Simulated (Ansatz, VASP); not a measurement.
## One calculation of SrLaMnO3, two programs

The input INCAR:

```
SYSTEM = SrLaMnO3
  ALGO = Normal
  EDIFF = 1E-7
  ENCUT = 520
  GGA = PE
  ISIF = 2
  ISMEAR = -1
  ISPIN = 2
  LASPH = .TRUE.
  LCHARG = .FALSE.
  LMAXMIX = 6
  LORBIT = 11
  LREAL = .FALSE.
  LWAVE = .FALSE.
  MAGMOM = 0 0 4 0 0 0
  NBANDS = 39
  NELM = 150
  PREC = Accurate
  SIGMA = 0.05
```

KPOINTS

```
k-points
0
G
  7 7 8
  0 0 0
```

Contents of POSCAR:

```
SrLaMnO3
1.0
    6.8962336513     -1.9801125000      0.0000000000
    6.8962336513      1.9801125000      0.0000000000
   -0.9192748855      0.0000000000      3.4655354235
La Sr Mn O
1 1 1 3
Direct
    0.6477200000      0.6477200000      0.6263080000
    0.3542590000      0.3542590000      0.3382430000
    0.9958270000      0.9958270000      0.9785650000
    0.5080155000      0.5080155000      0.9835080000
    0.8247205000      0.8247205000      0.8188640000
    0.1694615000      0.1694615000      0.1695110000
```

Contents of input.yaml:

```yaml
crystal:
  lattice:
    - [6.8962336513, -1.9801125, 0.0]
    - [6.8962336513, 1.9801125, 0.0]
    - [-0.9192748855, 0.0, 3.4655354235]
  atoms:
    - { symbol: La, position: [0.64772, 0.64772, 0.626308] }
    - { symbol: Sr, position: [0.354259, 0.354259, 0.338243] }
    - { symbol: Mn, position: [0.995827, 0.995827, 0.978565], spin: 4.0 }
    - { symbol: O, position: [0.5080155, 0.5080155, 0.983508] }
    - { symbol: O, position: [0.8247205, 0.8247205, 0.818864] }
    - { symbol: O, position: [0.1694615, 0.1694615, 0.169511] }
hamiltonian:
  xc: pbe
  pseudopotentials: { kind: paw }
magnetization:
  spin_polarized: true
kpoints:
  mp_grid: { grid: [7, 7, 8] }
scf:
  occupations: { method: fermi_dirac, width: 0.05 }
output:
  forces: true
  stress: true
  eigenvalues: true
```

The cell comes from a database or a generator and needn't be the stable form of this composition.

Alike in both runs: task single point; functional PBE; k mesh 7 × 7 × 8; occupations fermi-dirac, width 0.05 eV; collinear spin, ferromagnetic start.

|  | VASP | Ansatz |
| --- | --- | --- |
| version | VASP 6.6.1 | Ansatz 0.2.0 |
| potentials or method | VASP PAW PBE potentials, release 64 (La, Sr_sv, Mn_pv, O) | Ansatz PAW |
| plane-wave cutoff (eV) | 520 | 420 |
| valence electrons in the cell | 52 | 54 |

|  | VASP | Ansatz | Ansatz less VASP |
| --- | --- | --- | --- |
| gap on the k mesh at the Fermi level (eV) | none | none | - |
| pressure (GPa) | -2.4 | -2.6 | -0.19 |
| largest component of the traceless stress (GPa) | 2.35 | 2.55 | +0.204 |
| rms of the force components (eV/Å) | 0.059 | 0.060 | +0.0014 |
| net moment per atom (μB) | 0.68 | 0.68 | 0.000 |
| size of the moment on the site where the two differ most (μB) | 3.88 | 3.42 | -0.450 |

Site moments also hang on the region over which each program counts them. Atom by atom the forces differ by 0.014 eV/Å (rms over components). A gap of «none» marks a metal or a gap that the smearing closes. The two sets of potentials don't hold the same shells in valence.

Caveats: a cell with one magnetic atom can't hold antiferromagnetic order, which such compounds often take; semilocal functionals often make such compounds metallic where correlation or magnetic order opens a gap, which also shifts bond lengths; the pressure holds a Pulay correction of +0.4 GPa for the finite cutoff (Ansatz). Spin-orbit coupling is left out, which matters for the levels of La. With open d or f shells a metallic result of PBE can be an artefact of self-interaction; +U or a hybrid may open a gap.
